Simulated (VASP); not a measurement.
Consider the following.

```
Hg4S3Se
1.0
    6.06651     0.00000     0.00000
    0.00000     6.06651     0.00000
    0.00000     0.00000     6.06651
Hg Se S
4 1 3
Direct
  0.99431   0.99431   0.99431
  0.50569   0.50569   0.99431
  0.50569   0.99431   0.50569
  0.99431   0.50569   0.50569
  0.25000   0.25000   0.25000
  0.75000   0.75000   0.25000
  0.75000   0.25000   0.75000
  0.25000   0.75000   0.75000
```

Computed with PBE GGA, VASP's PBE PAW potentials (set 64) (plane waves; VASP). Settings: 400 eV cut-off, Gaussian smearing of 0.050 eV, potentials Hg Se S.

Q: Give the energies of bands 27 to 40 at the high-symmetry points, in eV from the Fermi level.

A: 
```csv
band,Γ,X,M,R
27,-4.57,-2.87,-3.96,-4.93
28,-2.09,-2.81,-3.96,-4.93
29,-2.09,-2.44,-2.19,-0.97
30,-2.09,-2.32,-2.06,-0.97
31,-1.93,-2.09,-2.06,-0.92
32,-1.93,-2.09,-1.96,-0.92
33,-1.93,-1.18,-0.98,-0.92
34,-0.68,-1.18,-0.90,-0.68
35,0.00,-0.96,-0.73,-0.68
36,0.00,-0.96,-0.73,-0.68
37,0.00,2.19,2.54,1.40
38,2.99,2.27,2.54,1.40
39,2.99,3.52,2.58,1.40
40,2.99,3.52,2.60,1.56
```

It has no gap at this level: it comes out as a metal or semimetal.

The structure was generated: Hg4S3Se was put into an ordered model structure (P-43m), which need not be its known phase. It was relaxed first, which changed the volume by +8 %.
